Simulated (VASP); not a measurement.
```
Pt
1.0
    0.00000     1.93988     1.93988
    1.93988     0.00000     1.93988
    1.93988     1.93988     0.00000
Pt
1
Direct
  0.00000   0.00000   0.00000
```

These are PBE GGA, VASP's PBE PAW potentials (set 64) (plane waves; VASP) values and carry that method's errors. Numerical set-up: 500 eV cut-off, 16×16×16 Γ-centred mesh, first-order Methfessel-Paxton smearing of 0.10 eV, potentials Pt.

Energy and stress use the plane-wave basis of the starting cell.

The ions, cell shape and volume at an external pressure of 30.0 GPa are relaxed. Which structure does the run end with?

```
Pt
1.0
    0.00000     1.92287     1.92287
    1.92287     0.00000     1.92287
    1.92287     1.92287     0.00000
Pt
1
Cartesian
  1.92287   1.92287   3.84574
```
Space group Fm-3m (225), at a tolerance of 0.03 Å.

How do energy and volume change from the first to the last step?

The energy (σ→0) changes by +58.9 meV/atom and the volume by -2.6 %, in 4 ionic steps.

The compound is Pt in the fcc structure. This run relaxes it under an external pressure of 30 GPa. Symmetry was kept, so distortions that lower it aren't found.
